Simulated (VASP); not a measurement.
# Ga2GeSe2 (I4/mmm) in VASP: relaxation of cell and atoms with PBE

Aim: the relaxation of cell and atoms of Ga2GeSe2 with PBE.

Program: VASP 6.6.1. These are calculated values, not measurements. Logs are shortened: lines on timing, memory, paths and dates and some standing lists are left out, and cuts for length are marked.

### 1 Starting point

It takes space group I4/mmm (No. 139, tetragonal). The conventional cell has a = 5.049 Å, b = 5.049 Å, c = 10.826 Å, α = 90.00°, β = 90.00°, γ = 90.00°. Around Ga (site symmetry 4mm) lie 1 Ge at 2.35 Å and 4 Se at 2.55 Å. Ge (site symmetry 4/mmm) has 2 Ga at 2.35 Å as nearest neighbours. Se (site symmetry -4m2) is surrounded by 4 Ga at 2.55 Å.

The cell was built by a generator and needn't be a form met in nature.

### 2 Relaxation of cell and atoms, PBE

The input, INCAR:

```
SYSTEM = Ga2GeSe2
ALGO     = Fast           ! electronic algorithm
EDIFF    = 1E-4           ! SCF threshold, eV
EDIFFG   = -0.08          ! ionic threshold
ENCUT    = 520            ! plane-wave cutoff, eV
GGA      = PE             ! functional
IBRION   = 2              ! ionic algorithm
ISIF     = 3              ! what is computed and relaxed
ISMEAR   = 0              ! smearing method
LASPH    = .True.         ! aspherical terms in the spheres
LCHARG   = .False.        ! write CHGCAR
LREAL    = .False.        ! projectors in reciprocal space
LWAVE    = .False.        ! write WAVECAR
NELM     = 60             ! most SCF steps
NSW      = 24             ! ionic steps
PREC     = Normal         ! precision mode
SIGMA    = 0.15           ! smearing width, eV
```

The input, KPOINTS:

```
k-points
0
Gamma
  4 4 4
  0 0 0
```

The input, POSCAR:

```
Ga2GeSe2
1.0
   -2.5247474600      2.5247474600      5.4130229400
    2.5247474600     -2.5247474600      5.4130229400
    2.5247474600      2.5247474600     -5.4130229400
Ga Ge Se
2 1 2
Direct
    0.7173915400      0.7173915400      0.0000000000
    0.2826084600      0.2826084600      0.0000000000
    0.5000000000      0.5000000000      0.0000000000
    0.7500000000      0.2500000000      0.5000000000
    0.2500000000      0.7500000000      0.5000000000
```

Potentials or basis: VASP PAW PBE potentials, release 64 (Ga_d, Ge_d, Se).

Launch:

```console
$ cat potpaw_PBE.64/Ga_d/POTCAR potpaw_PBE.64/Ge_d/POTCAR potpaw_PBE.64/Se/POTCAR > POTCAR
$ mpirun -np 1 vasp_std > vasp.out
```

OUTCAR:

```text
SYSTEM = Ga2GeSe2
   EDIFF = 1E-4
   EDIFFG = -0.08
   ENCUT = 520
   GGA = PE
   IBRION = 2
   ISIF = 3
   ISMEAR = 0
   LASPH = .True.
   LREAL = .False.
   NELM = 60
   NSW = 24
   PREC = Normal

 ion  position               nearest neighbor table
   1  0.717  0.717  0.000-   3 2.35   4 2.55   5 2.55   4 2.55   5 2.55
   2  0.283  0.283  0.000-   3 2.35   4 2.55   5 2.55   5 2.55   4 2.55
   3  0.500  0.500  0.000-   1 2.35   2 2.35
   4  0.750  0.250  0.500-   2 2.55   1 2.55   2 2.55   1 2.55
   5  0.250  0.750  0.500-   2 2.55   1 2.55   2 2.55   1 2.55

  LATTYP: Found a body centered tetragonal cell.
 ALAT       =     5.0494949200
 C/A-ratio  =     2.1439858939

  Lattice vectors:

 A1 = (  -2.5247474600,   2.5247474600,   5.4130229400)
 A2 = (   2.5247474600,  -2.5247474600,   5.4130229400)
 A3 = (   2.5247474600,   2.5247474600,  -5.4130229400)

Analysis of symmetry for initial positions (statically):
=====================================================================
 Subroutine PRICEL returns:
 Original cell was already a primitive cell.

 Routine SETGRP: Setting up the symmetry group for a
 body centered tetragonal supercell.

 Subroutine GETGRP returns: Found 16 space group operations
 (whereof 16 operations were pure point group operations)
 out of a pool of 16 trial point group operations.

The static configuration has the point symmetry D_4h.

Analysis of symmetry for dynamics (positions and initial velocities):
=====================================================================
 Subroutine PRICEL returns:
 Original cell was already a primitive cell.

 Routine SETGRP: Setting up the symmetry group for a
 body centered tetragonal supercell.

 Subroutine GETGRP returns: Found 16 space group operations
 (whereof 16 operations were pure point group operations)
 out of a pool of 16 trial point group operations.

The dynamic configuration has the point symmetry D_4h.

 Subroutine INISYM returns: Found 16 space group operations
 (whereof 16 operations are pure point group operations),
 and found     1 'primitive' translations

----------------------------------------------------------------------------------------

                                     Primitive cell

  volume of cell :     138.0180

  direct lattice vectors                    reciprocal lattice vectors
    -2.524747460  2.524747460  5.413022940     0.000000000  0.198039609  0.092369828
     2.524747460 -2.524747460  5.413022940     0.198039609  0.000000000  0.092369828
     2.524747460  2.524747460 -5.413022940     0.198039609  0.198039609  0.000000000

  length of vectors
     6.484559879  6.484559879  6.484559879     0.218522017  0.218522017  0.280070301

  position of ions in fractional coordinates (direct lattice)
     0.717391540  0.717391540  0.000000000
     0.282608460  0.282608460  0.000000000
     0.500000000  0.500000000  0.000000000
     0.750000000  0.250000000  0.500000000
     0.250000000  0.750000000  0.500000000

  ion indices of the primitive-cell ions
   primitive index   ion index
                 1           1
                 2           2
                 3           3
                 4           4
                 5           5

----------------------------------------------------------------------------------------

 KPOINTS: k-points

Automatic generation of k-mesh.
 Grid dimensions read from file:
 generate k-points for:    4    4    4

 Generating k-lattice:

  Cartesian coordinates                     Fractional coordinates (reciprocal lattice)
     0.000000000  0.049509902  0.023092457     0.250000000  0.000000000  0.000000000
     0.049509902  0.000000000  0.023092457     0.000000000  0.250000000  0.000000000
     0.049509902  0.049509902  0.000000000     0.000000000  0.000000000  0.250000000

  Length of vectors
     0.054630504  0.054630504  0.070017575

  Shift w.r.t. Gamma in fractional coordinates (k-lattice)
     0.000000000  0.000000000  0.000000000

 Subroutine IBZKPT returns following result:
 ===========================================

 Found     13 irreducible k-points:

 Following reciprocal coordinates:
            Coordinates               Weight
  0.000000  0.000000  0.000000      1.000000
  0.250000  0.000000  0.000000      8.000000
  0.500000  0.000000  0.000000      4.000000
  0.250000  0.250000  0.000000      8.000000
  0.500000  0.250000  0.000000     16.000000
 -0.250000  0.250000  0.000000      4.000000
  0.500000  0.500000  0.000000      2.000000
  0.250000  0.250000  0.250000      2.000000
 -0.250000  0.250000  0.250000      4.000000
  0.500000  0.500000  0.250000      4.000000
 -0.250000  0.500000  0.250000      8.000000
 -0.250000 -0.250000  0.250000      2.000000
  0.500000  0.500000  0.500000      1.000000
   k-points           NKPTS =     13   k-points in BZ     NKDIM =     13   number of bands    NBANDS=     31
   number of dos      NEDOS =    301   number of ions     NIONS =      5
   total plane-waves  NPLWV =  46656
   dimension x,y,z NGX =    36 NGY =   36 NGZ =   36
   dimension x,y,z NGXF=    72 NGYF=   72 NGZF=   72
   ions per type =               2   1   2
   NGX,Y,Z   is equivalent  to a cutoff of   9.23,  9.23,  9.23 a.u.
   NGXF,Y,Z  is equivalent  to a cutoff of  18.46, 18.46, 18.46 a.u.
 SYSTEM =  Ga2GeSe2
   PREC   = normal    normal or accurate (medium, high low for compatibility)
   ISTART =      0    job   : 0-new  1-cont  2-samecut
   ICHARG =      2    charge: 1-file 2-atom 10-const
   ISPIN  =      1    spin polarized calculation?
   LNONCOLLINEAR =      F non collinear calculations
   LSORBIT =      F    spin-orbit coupling
   LASPH  =      T    aspherical Exc in radial PAW
   ENCUT  =  520.0 eV  38.22 Ry    6.18 a.u.  12.06 12.06 12.06*2*pi/ulx,y,z
   NELM   =     60;   NELMIN=  2; NELMDL= -5     # of ELM steps
   EDIFF  = 0.1E-03   stopping-criterion for ELM
   LREAL  =      F    real-space projection
   EDIFFG = -.8E-01   stopping-criterion for IOM
   NSW    =     24    number of steps for IOM
   IBRION =      2    ionic relax: 0-MD 1-quasi-New 2-CG
   NFREE  =      1    steps in history (QN), initial steepest desc. (CG)
   ISIF   =      3    stress and relaxation
   ISYM   =      2    0-nonsym 1-usesym 2-fastsym
   POTIM  = 0.5000    time-step for ionic-motion
   TEBEG  =    0.0;   TEEND  =   0.0 temperature during run
   PSTRESS=    0.0 pullay stress
   NELECT =      52.0000    total number of electrons
   NUPDOWN=      -1.0000    fix difference up-down
   EMIN   =  10.00;   EMAX   =-10.00  energy-range for DOS
   EFERMI =   0.00;   METHOD = LEGACY
   ISMEAR =     0;   SIGMA  =   0.15  broadening in eV -4-tet -1-fermi 0-gaus
   EFERMI_NEDOS =   21; number of points for ismear=-14 and -15
   IALGO  =     68    algorithm
   IMIX   =      4    mixing-type and parameters
     AMIX     =   0.40;   BMIX     =  1.00
     AMIX_MAG =   1.60;   BMIX_MAG =  1.00
  volume/ion in A,a.u.               =      27.60       186.28
  Fermi-wavevector in a.u.,A,eV,Ry     =   1.182399  2.234410 19.021860  1.398067
  Thomas-Fermi vector in A             =   2.318654
   LORBIT       =      0    0 simple, 1 ext, 2 COOP (PROOUT), +10 PAW based schemes
   GGA     = PE    functional components
   LHFCALC =     F    Hartree Fock is set to
   AEXX    =    0.0000 exact exchange contribution
   IVDW    =     0    specifies the selected vdW correction
   LEPSILON=     F    determine dielectric tensor
   LRPA    =     F    only Hartree local field effects (RPA)
 conjugate gradient relaxation of ions
 non-spin polarized calculation
 RMM-DIIS sequential band-by-band and
 Gauss-broadening in eV      SIGMA  =   0.15
  energy-cutoff  :      520.00
  volume of cell :      138.02
 maximum number of plane-waves:      3736
   NGX = 25   NGY = 25   NGZ = 25

--------------------------------------- Ionic step        1  -------------------------------------------

 number of electron      51.9999982 magnetization

 Free energy of the ion-electron system (eV)
  ---------------------------------------------------
  ext. energy  EPLUGINS =         0.00000000
  ---------------------------------------------------
  free energy    TOTEN  =       -16.18100739 eV

  energy without entropy =      -16.13695642  energy(sigma->0) =      -16.15898191

------------------------ aborting loop because EDIFF is reached ----------------------------------------

  FORCE on cell =-STRESS in cart. coord.  units (eV):
  Direction    XX          YY          ZZ          XY          YZ          ZX
  --------------------------------------------------------------------------------------
  -------------------------------------------------------------------------------------
  Total        4.2982497      4.2982497      5.2389412      0.0000000      0.0000000      0.0000000
  in kB       49.8960861     49.8960861     60.8160710      0.0000000      0.0000000      0.0000000
  external PRESSURE =      53.5360811 kB  Pullay stress =       0.0000000 kB
[... 219 lines left out ...]
  energy  without entropy=      -16.4172733616  energy(sigma->0) =      -16.44189315

--------------------------------------- Ionic step        7  -------------------------------------------

 number of electron      51.9999974 magnetization

 Free energy of the ion-electron system (eV)
  ---------------------------------------------------
  ext. energy  EPLUGINS =         0.00000000
  ---------------------------------------------------
  free energy    TOTEN  =       -16.46641584 eV

  energy without entropy =      -16.41708134  energy(sigma->0) =      -16.44174859

 E-fermi :   2.2546     XC(G=0):  -8.0977

 val. band max:        2.1138574963   @ k =   0.5000   0.2500   0.0000
 cond. band min:       2.2556166534   @ k =  -0.2500   0.2500   0.2500
 fundamental gap:      0.1417591571
 Fermi energy:         2.2546462710

 k-point     1 :       0.0000    0.0000    0.0000
  band No.  band energies     occupation
      1     -23.1373      2.00000
      2     -23.1362      2.00000
      3     -23.0101      2.00000
      4     -23.0101      2.00000
      5     -22.9971      2.00000
      6     -13.3084      2.00000
[... 463 lines left out ...]
  FREE ENERGIE OF THE ION-ELECTRON SYSTEM (eV)
  ---------------------------------------------------
  free  energy   TOTEN  =       -16.4664158431 eV

  energy  without entropy=      -16.4170813397  energy(sigma->0) =      -16.44174859

 reached required accuracy - stopping structural energy minimisation
```

Wall time 3.1 min (1 thread of AMD EPYC 7R13 (Zen 3), shared host); peak memory 0.22 GiB.

Results:

| Quantity | Value |
| --- | --- |
| Free energy | -16.4664 eV |
| Relaxed volume | 31.08 Å³/atom |
| Relaxed cell | a = 6.774 Å, b = 6.774 Å, c = 6.774 Å, α = 134.55°, β = 134.55°, γ = 66.23° |
| Space group after relaxing (to 0.05 Å) | I4/mmm (No. 139) |
| Energy gained by relaxing | 57.1 meV/atom |
| Ionic steps | 7 |
| Pressure after relaxing | -0.1 GPa |
| Largest force after relaxing | 0.058 eV/Å |
| Band gap on the k mesh | none (metal or under the smearing width) |

Forces in eV/Å, atoms in the order of the input:
```
Ga   0.000  0.000 -0.058
Ga   0.000  0.000  0.058
Ge   0.000  0.000  0.000
Se   0.000  0.000  0.000
Se   0.000  0.000  0.000
```

Step by step:
| step | energy change (eV) | largest force (eV/Å) | pressure (GPa) | volume (Å³) |
| --- | --- | --- | --- | --- |
| 1 | 0.0000 | 0.5346 | 5.35 | 138.02 |
| 2 | -0.2821 | 0.0695 | -0.27 | 157.27 |
| 3 | -0.2837 | 0.0283 | 0.12 | 156.01 |
| 4 | -0.2834 | 0.0672 | -0.77 | 156.52 |
| 5 | -0.2823 | 0.0314 | 0.62 | 153.16 |
| 6 | -0.2855 | 0.0839 | 0.39 | 155.20 |
| 7 | -0.2854 | 0.0583 | -0.08 | 155.39 |

Final structure:
```
Ga Ge Se
1.0
    -2.61668    2.61668    5.67354
     2.61668   -2.61668    5.67354
     2.61668    2.61668   -5.67354
Ga Ge Se
2 1 2
Direct
  0.71959 0.71959 0.00000
  0.28041 0.28041 0.00000
  0.50000 0.50000 0.00000
  0.75000 0.25000 0.50000
  0.25000 0.75000 0.50000
```

Levels at points of the mesh, in eV from the Fermi level:
| k point | band 24 | band 25 | band 26 | band 27 | band 28 | band 29 |
| --- | --- | --- | --- | --- | --- | --- |
| (0.00, 0.00, 0.00) | -2.88 | -2.50 | -1.87 | 0.04 | 0.04 | 0.69 |
| (0.50, 0.00, 0.00) | -2.43 | -1.31 | 0.07 | 0.34 | 0.57 | 1.25 |
| (0.50, 0.50, 0.00) | -1.40 | -1.39 | -0.62 | 0.79 | 1.76 | 2.31 |
| (0.50, 0.50, 0.50) | -2.78 | -2.76 | -1.69 | -0.19 | 0.45 | 0.45 |

Caveat: the k mesh is coarse (spacing up to 0.44 Å⁻¹), so the values aren't converged; the relaxation stopped at a loose force limit of 0.08 eV/Å, so its end isn't a converged minimum.
